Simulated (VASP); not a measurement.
Energy against volume of Si (diamond). Computed with vdW-DF2, VASP's PBE PAW potentials (set 64) (plane waves; VASP). Run with 520 eV cut-off, 8×8×8 Γ-centred mesh, Gaussian smearing of 0.050 eV, potentials Si.

```
V (Å³/atom)  E (eV/atom)
-----------  -----------
20.608          -3.75016
21.245          -3.75516
21.883          -3.75084
22.520          -3.73864
```

Fit these four points and predict the energy of the run at 19.971 Å³/atom.

A cubic in V^(−2/3), the third-order Birch-Murnaghan form, passes through the four points with V0 = 21.25 Å³/atom and B0 = 78 GPa, and gives -3.7342 eV/atom there. The run gave -3.7342 eV/atom, +0.0 meV/atom from the fit; all five points give B0 = 78 GPa.

The compound is Si in the diamond structure. It was relaxed first, which changed the volume by +6 %.
